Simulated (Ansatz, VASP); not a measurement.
# Sb (antimonene bilayer, AA): VASP beside Ansatz, part 2 of 2

Wanted: the spread between two codes on one cell, functional and k mesh. The cell is taken from a series of runs on this material, whose earlier steps may have relaxed, scaled, displaced or heated it; both programs get it as it stands.

VASP 6.6.1 and Ansatz 0.2.0.

So far: Starting point; Ansatz: single point, PBE with D3(BJ); VASP: single point, PBE with D3(BJ); Differences.

## (5) VASP: single point, PBE, spin-orbit coupling

Level of this step: PBE, spin-orbit coupling; plane waves and PAW (Sb) (VASP).

With cell and atoms fixed, the geometry can't cause a difference; cores, projectors, grids and the points listed under the comparison can.

INCAR

```
SYSTEM = Sb
PREC = Accurate
ENCUT = 400
EDIFF = 1E-06
NELM = 200
ISMEAR = -1
SIGMA = 0.05
LREAL = .FALSE.
ALGO = Normal
GGA = PE
LNONCOLLINEAR = .TRUE.
MAGMOM = 0 0 0 0 0 0 0 0 0 0 0 0
NBANDS = 32
GGA_COMPAT = .FALSE.
LASPH = .TRUE.
LSORBIT = .TRUE.
LORBIT = 11
LWAVE = .FALSE.
LCHARG = .FALSE.
ISIF = 2
LDIPOL = .TRUE.
IDIPOL = 3
DIPOL = 0.5 0.5 0.5
LVHAR = .TRUE.
EFERMI = MIDGAP
NELMDL = -8
KPAR = 2
```

POSCAR

```
Sb
1.0
    4.0802565596      0.0000000000      0.0000000000
   -2.0401282798      3.5336058346      0.0000000000
    0.0000000000      0.0000000000     24.2726679763
Sb
4
Direct
    0.6666666666      0.3333333332      0.3707874227
    0.3333333332      0.6666666666      0.4388058552
    0.6666666666      0.3333333332      0.5611941448
    0.3333333332      0.6666666666      0.6292125773
```

KPOINTS

```
Automatic mesh
0
Gamma
12 12 1
0 0 0
```

The projector-augmented-wave data sets are Sb (PBE family, release 64).

Launch:

```
mpirun -np 2 vasp_ncl
```

Numbers of over 12 decimals in the logs are rounded to 6 here.

The log of the run:

```text
[... set-up lines as in an earlier step ...]
 entering main loop
       N       E                     dE             d eps       ncg     rms          rms(c)
DAV:   1     0.104051169419E+03    0.10405E+03   -0.49237E+03  1216   0.701E+02
DAV:   2    -0.477762665095E+01   -0.10883E+03   -0.10540E+03  1736   0.138E+02
DAV:   3    -0.161697798566E+02   -0.11392E+02   -0.11244E+02  1512   0.491E+01
DAV:   4    -0.165364847300E+02   -0.36670E+00   -0.36561E+00  1656   0.105E+01
[...]
DAV:  24    -0.164705541874E+02   -0.12703E-05   -0.22491E-08   808   0.347E-04    0.669E-05
DAV:  25    -0.164705554682E+02   -0.12808E-05   -0.57201E-08   968   0.414E-04    0.306E-05
DAV:  26    -0.164705558122E+02   -0.34401E-06   -0.13825E-08   848   0.226E-04
   1 F= -.16470556E+02 E0= -.16468771E+02  d E =-.357013E-02  mag=     0.0000    -0.0000    -0.0000
```

OUTCAR, selected parts (step 5):

```text
  Total        1.4990456      1.4990456      1.0602907      0.0000000      0.0000000      0.0000000
  in kB        6.8628157      6.8628157      4.8541415      0.0000000      0.0000000      0.0000000
  external PRESSURE =       6.1932577 kB  Pullay stress =       0.0000000 kB

 POSITION                                       TOTAL-FORCE (eV/Angst)
 -----------------------------------------------------------------------------------
      2.04013      1.17787      9.00000         0.000000     -0.000000     -0.187612
     -0.00000      2.35574     10.65099        -0.000000     -0.000000      0.035648
      2.04013      1.17787     13.62168         0.000000     -0.000000     -0.035648
     -0.00000      2.35574     15.27267         0.000000      0.000000      0.187612
 -----------------------------------------------------------------------------------
    total drift:                                0.000000      0.000000      0.000000

  FREE ENERGIE OF THE ION-ELECTRON SYSTEM (eV)
  ---------------------------------------------------
  free  energy   TOTEN  =       -16.4705558122 eV

  energy  without entropy=      -16.4669856816  energy(sigma->0) =      -16.46877075

 magnetization (x)
# of ion       s       p       d       tot
------------------------------------------
    1       -0.000   0.000  -0.000   0.000
    2        0.000   0.000  -0.000   0.000
    3       -0.000   0.000  -0.000  -0.000
    4       -0.000   0.000  -0.000   0.000
--------------------------------------------------
tot         -0.000   0.000  -0.000   0.000

 magnetization (y)
# of ion       s       p       d       tot
------------------------------------------
    1       -0.000   0.000   0.000  -0.000
    2        0.000  -0.000   0.000  -0.000
    3        0.000  -0.000   0.000  -0.000
    4        0.000   0.000   0.000   0.000
--------------------------------------------------
tot          0.000  -0.000   0.000  -0.000

 magnetization (z)
# of ion       s       p       d       tot
------------------------------------------
    1        0.000   0.000   0.000   0.000
    2        0.000   0.000   0.000   0.000
    3        0.000   0.000   0.000   0.000
    4        0.000   0.000   0.000   0.000
--------------------------------------------------
tot          0.000   0.000   0.000   0.000

[... 1 part as in an earlier step ...]

[... 2 further parts left out ...]
[key lines of the parts left out:]
E-fermi :  -0.2098
```

## (6) Ansatz: single point, PBE, spin-orbit coupling

The same cell, functional, mesh and smearing now go to Ansatz, which takes its cutoff from its data sets.

The cell is taken from a series of runs on this material, whose earlier steps may have relaxed, scaled, displaced or heated it; both programs get it as it stands.

input.yaml

```yaml
crystal:
  lattice:
    - [4.0802565596, 0.0, 0.0]
    - [-2.0401282798, 3.5336058346, 0.0]
    - [0.0, 0.0, 24.2726679763]
  atoms:
    - { symbol: Sb, position: [0.6666666667, 0.3333333333, 0.3707874227] }
    - { symbol: Sb, position: [0.3333333333, 0.6666666667, 0.4388058552] }
    - { symbol: Sb, position: [0.6666666667, 0.3333333333, 0.5611941448] }
    - { symbol: Sb, position: [0.3333333333, 0.6666666667, 0.6292125773] }
kpoints:
  mp_grid: { grid: [12, 12, 1] }
  band_path:
    path: [[0, 0, 0], [0.5, 0, 0], [0.33333333, 0.33333333, 0], [0, 0, 0]]
    npoints: 16
hamiltonian:
  xc: pbe
  pseudopotentials: { kind: paw_fr }
magnetization:
  noncollinear: true
  spin_orbit: true
scf:
  occupations: { method: fermi_dirac, width: 0.05 }
  convergence: { dr2_threshold: 1.0e-09 }
efield:
  axis: 3
  dipole_correction: true
  ramp_position: 0.97
  ramp_width: 0.06
  amplitude: 0
output:
  write_potential: true
  write_density: true
  volumetric_format: npy
```

Launch:

```
ansatz run input.yaml --threads 4 --pin off --max-ram 6144MiB --backend cpu --events-out ev --progress --plain --runs-dir out
```

The log of the run:

```text
[...]
non-collinear run that drives no moment, with spin-orbit: no starting moment large enough to seed its density (crystal.atoms[].spin), no starting occupations that ask for one, no magnetisation constraint and no magnetic field, so the semilocal B_xc is pinned to zero
Crystal: 4 atoms, lattice volume = 349.964 Å³
[...]
k-point 1: bands = [... 56 lower, 0.0754, 0.0754, 0.6454, 0.6454, 2.0750, 2.0750, 2.4337, 2.4337, ... 8 higher]
  k-point 2: bands = [... 56 lower, -0.3651, -0.3651, 0.4315, 0.4315, 1.6891, 1.6891, 2.2508, 2.2508, ... 8 higher]
  k-point 18: bands = [... 56 lower, -1.3749, -1.3749, -1.1920, -1.1920, 0.7949, 0.7949, 2.1204, 2.1204, ... 8 higher]
[key lines of the parts left out:]
SCF converged after 11 iterations
Magnetization: |M| = 0.0000 μB,  M = (+0.0000, +0.0000, +0.0000) μB
Free energy (F): -25947.290773 eV
Fermi energy:    0.754935 eV
Dipole field:    D = 0.000002 V/Å  (p = 0.000004 e·Å, saw-weighted, corrected)
Work function:   Φ+ = 4.1445 eV   Φ− = 4.1445 eV
```

## (7) Comparison

What differs besides the data sets and the points named for the pairs above, as far as they apply: spin-orbit coupling enters by fully relativistic files in Ansatz and inside the spheres in VASP; the data sets hold 60 valence electrons in Ansatz (on its fully relativistic PAW (standard-fr) files) and 20 in VASP. Total energies have different zeros and are not compared.

The two programs side by side:

```csv
quantity,Ansatz,VASP,difference
gap on the k mesh (eV),0.149,0.144,+0.006
```

A gap on the mesh is an upper bound, since the band edges may lie between its points. With vacuum in the cell, a pressure given here is an average over mostly empty space and none of the material.

## (8) Results

| Property | Result |
| --- | --- |
| difference in gap on the k mesh (single point, PBE with D3(BJ)) | 0.012 eV |
| difference in gap on the k mesh (single point, PBE, spin-orbit coupling) | 0.0057 eV |

What this shows: The difference in gap on the k mesh is 0.012 eV (single point, PBE with D3(BJ)), within the 0.08 eV picked in this series as the mark of a large difference. The data sets hold unlike numbers of valence electrons (60 in Ansatz and 20 in VASP), so part of the differences comes from the potentials. How closely two codes agree says nothing of how well the functional describes the real material.

[Lines on the potential files, build, host, timing and source positions are cut from VASP's logs without a mark.]

[Logs are printed without paths, hosts, clocks, repeated set-up lines and the standing remarks that a program may print on its own settings, such as how far it seeks lower states.]

[Hosts, paths, dates, database ids (printed as entryN), source tags and the programs' standing remarks are cut or masked in the printed files.]
